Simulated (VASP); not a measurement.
All values below come from vdW-DF2, VASP's PBE PAW potentials (set 64) (plane waves; VASP 6.6.1).

VASP ran on this input.

**POSCAR**
```
KTaO3
1
    4.0790266639     0.0000000000     0.0000000000
    0.0000000000     4.0790266639     0.0000000000
    0.0000000000     0.0000000000     4.0790266639
K Ta O
1 1 3
Direct
  0.0000000000   0.0000000000   0.0000000000
  0.5000000000   0.5000000000   0.5000000000
  0.5000000000   0.0000000000   0.5000000000
  0.0000000000   0.5000000000   0.5000000000
  0.5000000000   0.5000000000   0.0000000000
```

**INCAR**
```
NEDOS=601
LUSE_VDW=.TRUE.
GGA=ML
ISMEAR=-5
LWAVE=.FALSE.
PREC=Accurate
LASPH=.TRUE.   ! aspherical one-centre terms
ENCUT=520
ZAB_VDW=-1.8867
LREAL=.FALSE.
LMAXMIX=6   ! l cut-off of mixed one-centre charges
LEFG=.TRUE.
AGGAC=0.0
LCHARG=.TRUE.
ALGO=Normal   ! blocked Davidson
EDIFF=1E-7   ! SCF stop (eV)
NELM=100
SYSTEM=KTaO3
ISIF=2   ! forces and stress, cell fixed
LORBIT=11   ! lm-projected
```

**KPOINTS**
```
Automatic
0
G
 6 6 6
```

POTCAR, in this order: K_sv Ta_pv O (PBE.64 set). Program: vasp_std.

The resulting files:

OSZICAR:
```
       N       E                     dE             d eps       ncg     rms          rms(c)
DAV:   1     0.343897512591E+03    0.34390E+03   -0.21777E+04   920   0.167E+03
DAV:   2    -0.240054531177E+02   -0.36790E+03   -0.36244E+03  1142   0.444E+02
DAV:   3    -0.422937901010E+02   -0.18288E+02   -0.18246E+02  1186   0.999E+01
DAV:   4    -0.427948954208E+02   -0.50111E+00   -0.50092E+00  1627   0.138E+01
DAV:   5    -0.427975875603E+02   -0.26921E-02   -0.26921E-02  1180   0.101E+00    0.326E+01
DAV:   6    -0.315916974428E+02    0.11206E+02   -0.62567E+01  1116   0.522E+01    0.126E+01
DAV:   7    -0.313755584271E+02    0.21614E+00   -0.37675E+00  1160   0.125E+01    0.847E+00
DAV:   8    -0.313044352468E+02    0.71123E-01   -0.62924E-01  1192   0.687E+00    0.202E+00
DAV:   9    -0.312880210585E+02    0.16414E-01   -0.56280E-02  1275   0.178E+00    0.322E-01
DAV:  10    -0.312869358027E+02    0.10853E-02   -0.11515E-02  1227   0.711E-01    0.783E-02
DAV:  11    -0.312869910271E+02   -0.55224E-04   -0.95240E-04  1286   0.220E-01    0.395E-02
DAV:  12    -0.312869778532E+02    0.13174E-04   -0.10409E-04  1253   0.849E-02    0.168E-02
DAV:  13    -0.312869807524E+02   -0.28991E-05   -0.72901E-06  1280   0.255E-02    0.569E-03
DAV:  14    -0.312869805053E+02    0.24709E-06   -0.73828E-07  1234   0.608E-03    0.211E-03
DAV:  15    -0.312869803226E+02    0.18264E-06   -0.21192E-07   948   0.355E-03    0.269E-04
DAV:  16    -0.312869803326E+02   -0.99667E-08   -0.12235E-08   712   0.980E-04
   1 F= -.31286980E+02 E0= -.31286980E+02  d E =0.000000E+00
```

### OUTCAR
```
------------------------ aborting loop because EDIFF is reached ----------------------------------------
  FORCE on cell =-STRESS in cart. coord.  units (eV):
  Direction    XX          YY          ZZ          XY          YZ          ZX
  --------------------------------------------------------------------------------------
  Total       -0.0418670     -0.0418670     -0.0418670      0.0000000      0.0000000     -0.0000000
  in kB       -0.9883558     -0.9883558     -0.9883558      0.0000000      0.0000000     -0.0000000
  external PRESSURE =      -0.9883558 kB  Pullay stress =       0.0000000 kB
  volume of cell :       67.87
      direct lattice vectors                 reciprocal lattice vectors
     4.079026664  0.000000000  0.000000000     0.245156524  0.000000000  0.000000000
     0.000000000  4.079026664  0.000000000     0.000000000  0.245156524  0.000000000
     0.000000000  0.000000000  4.079026664     0.000000000  0.000000000  0.245156524
 POSITION                                       TOTAL-FORCE (eV/Angst)
 -----------------------------------------------------------------------------------
      0.00000      0.00000      0.00000         0.000000      0.000000      0.000000
      2.03951      2.03951      2.03951         0.000000      0.000000      0.000000
      2.03951      0.00000      2.03951         0.000000      0.000000      0.000000
      0.00000      2.03951      2.03951         0.000000      0.000000      0.000000
      2.03951      2.03951      0.00000         0.000000      0.000000      0.000000
 -----------------------------------------------------------------------------------
    total drift:                                0.000000      0.000000     -0.000000
  FREE ENERGIE OF THE ION-ELECTRON SYSTEM (eV)
  ---------------------------------------------------
  free  energy   TOTEN  =       -31.2869803326 eV

  energy  without entropy=      -31.2869803326  energy(sigma->0) =      -31.28698033

 total charge

# of ion       s       p       d       tot
------------------------------------------
    1        1.956   5.550   0.042   7.548
    2        0.310   6.292   1.940   8.542
    3        1.557   3.513   0.000   5.070
    4        1.557   3.513   0.000   5.070
    5        1.557   3.513   0.000   5.070
--------------------------------------------------
tot          6.937  22.381   1.982  31.300

 Electric field gradients after diagonalization (V/A^2)
 (convention: |V_zz| > |V_xx| > |V_yy|)
----------------------------------------------------------------------
 ion       V_xx      V_yy      V_zz     asymmetry (V_yy - V_xx)/ V_zz
----------------------------------------------------------------------
   1      -0.000     0.000    -0.000      -0.710
   2       0.000    -0.000    -0.000       0.130
   3     -12.021   -12.021    24.042       0.000
   4     -12.021   -12.021    24.042       0.000
   5     -12.021   -12.021    24.042       0.000
```
(Selected blocks of OUTCAR.)

The compound is KTaO3 in the cubic perovskite structure. It was relaxed first, which changed the volume by +7 %.
